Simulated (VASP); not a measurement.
GdZn, 2 atoms in the cell. The structure is cubic, space group Pm-3m (No. 221). The conventional cell has a = 3.618 Å, b = 3.618 Å, c = 3.618 Å, α = 90.00°, β = 90.00°, γ = 90.00°. Gd (site symmetry m-3m) has 8 Zn at 3.13 Å as nearest neighbours. Zn (site symmetry m-3m) is surrounded by 8 Gd at 3.13 Å. 

```yaml
Program: VASP 6.6.1
Task: electric field gradients
Functional: PBEsol
Potentials_or_basis: VASP PAW PBE potentials, release 64 (Gd, Zn)
Cutoff: 520 eV
k_mesh: 13 × 13 × 13
Occupations: fermi-dirac, width 0.05 eV
Spin: collinear spin, ferromagnetic start
Starting_moments: "[7.0, 0.0] μB"
Hubbard_terms: Gd f U = 6.0 eV
Further_INCAR_settings: ALGO = Normal; EDIFF = 1e-07
```

Potentials or basis: VASP PAW PBE potentials, release 64 (Gd, Zn).

Run with:

```console
$ cat potpaw_PBE.64/Gd/POTCAR potpaw_PBE.64/Zn/POTCAR > POTCAR
$ mpirun -np 1 vasp_std > vasp.out
```

Hardware: 1 thread of Intel(R) Xeon(R) Platinum 8259CL CPU @ 2.50GHz (Skylake/Cascade Lake), on a shared host.

Question: Estimate the wall time of this run.

Answer: Wall time 5.3 min on 1 thread of Intel(R) Xeon(R) Platinum 8259CL CPU @ 2.50GHz (Skylake/Cascade Lake), on a shared host, peak memory 0.3 GiB. Counts: scf iterations 17, k points 84.
